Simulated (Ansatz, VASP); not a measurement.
# Cross-check of Al between VASP and Ansatz, part 2 of 2

Aim: how closely do two programs agree when they are given the same cell, functional and k mesh? Of the first pair: The structure shown is the start of the Ansatz relaxation below; VASP solves that cell, so the two are compared at the walk's first step.

VASP 6.6.1 and Ansatz 0.2.0.

So far. Step 4 (Differences): The forces differ by 1.6 meV/Å r.m.s., which is 3.7 % of the r.m.s. force of 0.045 eV/Å (both taken over all components). With vacuum in the cell, a pressure given here is an average over mostly empty space and none of the material.

## (5) Ansatz: single point, PBEsol, pair 2

Level of this step: Ansatz beside VASP: Kohn-Sham DFT, plane waves, PBEsol (Ansatz).

A single point gives forces, pressure and levels at one fixed geometry, so differences don't come from the geometry; what else differs is listed under the comparison.

The cell is taken from a series of runs on this material, whose earlier steps may have relaxed, scaled, displaced or heated it; both programs get it as it stands.

Input file input.yaml:

```yaml
crystal:
  lattice:
    - [2.8637824638, 0.0, 0.0]
    - [1.4318912319, 2.4801083646, 0.0]
    - [0.0, 0.0, 25.6913429511]
  atoms:
    - { symbol: Al, position: [0.0, 0.0, 0.7251508685] }
    - { symbol: Al, position: [0.6666666667, 0.6666666667, 0.6344455524] }
    - { symbol: Al, position: [0.3333333333, 0.3333333333, 0.545506936] }
    - { symbol: Al, position: [0.0, 0.0, 0.454493064] }
    - { symbol: Al, position: [0.6666666667, 0.6666666667, 0.3655544476] }
    - { symbol: Al, position: [0.3333333333, 0.3333333333, 0.2748491315] }
kpoints:
  mp_grid: { grid: [18, 18, 1] }
scf:
  occupations: { method: fermi_dirac, width: 0.05 }
  n_extra_bands: 8
hamiltonian:
  xc: pbesol
  pseudopotentials: { kind: paw, azcp: { folder: soft_1 }, xc_functional: pbe }
output:
  forces: true
  write_potential: true
  volumetric_format: []
  dos:
    projected: true
    de: 0.05
    e_range: [-30, 12]
    method: { smearing: { sigma: 0.15, scheme: gaussian } }
  eigenstates:
    kpoints:
      - [-0.33333333, 0.33333333, 0.0]
      - [-0.36666667, 0.31666667, 0.0]
      - [-0.4, 0.3, 0.0]
      - [-0.43333333, 0.28333333, 0.0]
      - [-0.46666667, 0.26666667, 0.0]
      - [0.5, 0.25, 0.0]
      - [0.46666667, 0.23333333, 0.0]
      - [0.43333333, 0.21666667, 0.0]
      - [0.4, 0.2, 0.0]
      - [0.36666667, 0.18333333, 0.0]
      - [0.33333333, 0.16666667, 0.0]
      - [0.3, 0.15, 0.0]
      - [0.26666667, 0.13333333, 0.0]
      - [0.23333333, 0.11666667, 0.0]
      - [0.2, 0.1, 0.0]
      - [0.16666667, 0.08333333, 0.0]
      - [0.13333333, 0.06666667, 0.0]
      - [0.1, 0.05, 0.0]
      - [0.06666667, 0.03333333, 0.0]
      - [0.03333333, 0.01666667, 0.0]
      - [0.0, 0.0, 0.0]
      - [0.02777778, 0.0, 0.0]
      - [0.05555556, 0.0, 0.0]
      - [0.08333333, 0.0, 0.0]
      - [0.11111111, 0.0, 0.0]
      - [0.13888889, 0.0, 0.0]
      - [0.16666667, 0.0, 0.0]
      - [0.19444444, 0.0, 0.0]
      - [0.22222222, 0.0, 0.0]
      - [0.25, 0.0, 0.0]
      - [0.27777778, 0.0, 0.0]
      - [0.30555556, 0.0, 0.0]
      - [0.33333333, 0.0, 0.0]
      - [0.36111111, 0.0, 0.0]
      - [0.38888889, 0.0, 0.0]
      - [0.41666667, 0.0, 0.0]
      - [0.44444444, 0.0, 0.0]
      - [0.47222222, 0.0, 0.0]
      - [0.5, 0.0, 0.0]
      - [-0.48333333, 0.03333333, 0.0]
      - [-0.46666667, 0.06666667, 0.0]
      - [-0.45, 0.1, 0.0]
      - [-0.43333333, 0.13333333, 0.0]
      - [-0.41666667, 0.16666667, 0.0]
      - [-0.4, 0.2, 0.0]
      - [-0.38333333, 0.23333333, 0.0]
      - [-0.36666667, 0.26666667, 0.0]
      - [-0.35, 0.3, 0.0]
    e_range: [-8.0, 4.0]
    unfold:
      supercell_matrix: [[1, 0, 0], [0, 1, 0], [0, 0, 1]]
      layers:
        axis: 3
        edges: [0.119155, 0.410023, 0.410123, 0.589876, 0.589976, 0.880845]
```

Started as:

```
$ ansatz run input.yaml --threads 4 --pin off --max-ram 11264MiB --backend cpu --events-out ev --progress --plain --runs-dir out
```

Numbers of over 12 decimals in the logs are rounded to 6 here.

What it wrote:

```text
[...]
Crystal: 6 atoms, lattice volume = 182.473 Å³
Basis set: ecut = 420 eV, 3601 PW (Γ), exchange–correlation on 40×40×360 points (8 copies of the dense FFT grid, shifted against one another)
Bands: 17, of which v1, the nominal top of the filled ones, is band 9 counted from 1 (8 counted from 0)
Symmetry: 12 space group operations
[...]
k-points: 37 of 324
[...]
max |Σ_I F_I| component: 4.05e-18 eV/Å
--- Band table (eV; the first three rows and the last of 37) ---
  k-point 0: bands = [... 5 lower, -2.9375, -1.2393, 0.8863, 2.9937, 4.8849, 6.0231, 7.0464, 7.2178, ... 4 higher]
  k-point 1: bands = [... 5 lower, -2.8648, -1.1700, 0.9556, 3.0618, 4.9527, 6.0952, 7.1164, 7.2869, ... 4 higher]
  k-point 2: bands = [... 5 lower, -2.6473, -0.9623, 1.1627, 3.2643, 5.1527, 6.3091, 7.3207, 7.4869, ... 4 higher]
  k-point 36: bands = [... 5 lower, -0.2204, 0.3656, 0.5768, 0.5768, 1.0353, 1.7382, 1.7382, 3.2098, ... 4 higher]
[key lines of the parts left out:]
SCF converged after 8 iterations
Free energy (F): -3146.429078 eV
Fermi energy:    2.413292 eV
```

## (6) VASP: single point, PBEsol, pair 2

The same cell, functional, mesh and smearing now go to VASP, with its own data sets.

Input file INCAR:

```
SYSTEM = Al
PREC = Accurate
ENCUT = 400
EDIFF = 1E-06
NELM = 120
ISMEAR = -1
SIGMA = 0.05
LREAL = .FALSE.
ALGO = Normal
GGA = PS
NBANDS = 15
LORBIT = 11
LWAVE = .FALSE.
LCHARG = .FALSE.
ISIF = 2
LASPH = .TRUE.
GGA_COMPAT = .FALSE.
KPAR = 2
```

Input file POSCAR:

```
Al
1.0
    2.8637824638      0.0000000000      0.0000000000
    1.4318912319      2.4801083646      0.0000000000
    0.0000000000      0.0000000000     25.6913429511
Al
6
Direct
    0.0000000000      0.0000000000      0.7251508685
    0.6666666667      0.6666666667      0.6344455524
    0.3333333333      0.3333333333      0.5455069360
    0.0000000000      0.0000000000      0.4544930640
    0.6666666667      0.6666666667      0.3655544476
    0.3333333333      0.3333333333      0.2748491315
```

Input file KPOINTS:

```
Automatic mesh
0
Gamma
18 18 1
0 0 0
```

Potentials, in the order of the species: Al (PBE family, release 64).

Started as:

```
$ mpirun -np 2 vasp_std
```

What it wrote:

```text
[banner, memory and clock lines left out]
running    2 mpi-ranks, on    1 nodes
[...]
[... a notice as in an earlier step ...]

 LDA part: xc-table for (Slater+PW92), standard interpolation
 POSCAR, INCAR and KPOINTS ok, starting setup
[...]
entering main loop
       N       E                     dE             d eps       ncg     rms          rms(c)
DAV:   1     0.335766091662E+02    0.33577E+02   -0.52099E+03  1110   0.725E+02
DAV:   2    -0.219995749779E+02   -0.55576E+02   -0.51860E+02  1527   0.123E+02
DAV:   3    -0.244092731707E+02   -0.24097E+01   -0.23526E+01  1612   0.258E+01
DAV:   4    -0.244847822768E+02   -0.75509E-01   -0.75469E-01  1714   0.556E+00
[...]
DAV:  19    -0.236875070596E+02   -0.27272E-04   -0.32392E-06  1029   0.480E-03    0.619E-04
DAV:  20    -0.236875148296E+02   -0.77700E-05   -0.37568E-07   989   0.212E-03    0.632E-04
DAV:  21    -0.236875153057E+02   -0.47612E-06   -0.17248E-08   856   0.692E-04
   1 F= -.23687515E+02 E0= -.23675871E+02  d E =-.232884E-01
```

Parts of OUTCAR (step 6):

```text
  Total       -2.2145725     -2.2145725      0.1036099     -0.0000000      0.0000000      0.0000000
  in kB      -19.4447782    -19.4447782      0.9097341     -0.0000000      0.0000000      0.0000000
  external PRESSURE =     -12.6599408 kB  Pullay stress =       0.0000000 kB

 POSITION                                       TOTAL-FORCE (eV/Angst)
 -----------------------------------------------------------------------------------
      0.00000      0.00000     18.63010        -0.000000     -0.000000     -0.001776
      2.86378      1.65341     16.29976         0.000000     -0.000000      0.053093
      1.43189      0.82670     14.01481         0.000000     -0.000000     -0.096423
      0.00000      0.00000     11.67654        -0.000000      0.000000      0.096423
      2.86378      1.65341      9.39158         0.000000      0.000000     -0.053093
      1.43189      0.82670      7.06124         0.000000      0.000000      0.001776
 -----------------------------------------------------------------------------------
    total drift:                               -0.000000     -0.000000      0.000000

  FREE ENERGIE OF THE ION-ELECTRON SYSTEM (eV)
  ---------------------------------------------------
  free  energy   TOTEN  =       -23.6875153057 eV

  energy  without entropy=      -23.6642269466  energy(sigma->0) =      -23.67587113

[... 1 part as in an earlier step ...]

[... 2 further parts left out ...]
[key lines of the parts left out:]
E-fermi :   2.4547
```

## (7) Comparison

Forces (eV/Å; atoms numbered as in POSCAR):

| atom | Ansatz x, y, z | VASP x, y, z |
| --- | --- | --- |
| Al1 | 0.000, 0.000, -0.006 | 0.000, 0.000, -0.002 |
| Al2 | 0.000, 0.000, 0.053 | 0.000, 0.000, 0.053 |
| Al3 | 0.000, 0.000, -0.096 | 0.000, 0.000, -0.096 |
| Al4 | 0.000, 0.000, 0.096 | 0.000, 0.000, 0.096 |
| Al5 | 0.000, 0.000, -0.053 | 0.000, 0.000, -0.053 |
| Al6 | 0.000, 0.000, 0.006 | 0.000, 0.000, 0.002 |

The forces differ by 1.4 meV/Å r.m.s., which is 3.7 % of the r.m.s. force of 0.037 eV/Å (both taken over all components). With vacuum in the cell, a pressure given here is an average over mostly empty space and none of the material.

## (8) Summary of results

```yaml
r_m_s_force_difference_single_point_pbesol_start_cell_pair_1: 1.6 meV/Å
r_m_s_force_difference_single_point_pbesol_pair_2: 1.4 meV/Å
```

**Reading.** The r.m.s. force difference is 1.6 meV/Å (single point, PBEsol, start cell, pair 1), within the 12 meV/Å picked in this series as the mark of a large difference. 1 further run of this series is not shown here. Such differences can come from data sets, numerical settings and the points named under the comparisons, not from the functional's error against experiment.

[Lines on the potential files, build, host, timing and source positions are cut from VASP's logs without a mark.]

[Logs are printed without paths, hosts, clocks, repeated set-up lines and the standing remarks that a program may print on its own settings, such as how far it seeks lower states.]

[Hosts, paths, dates, database ids (printed as entryN), source tags and the programs' standing remarks are cut or masked in the printed files.]
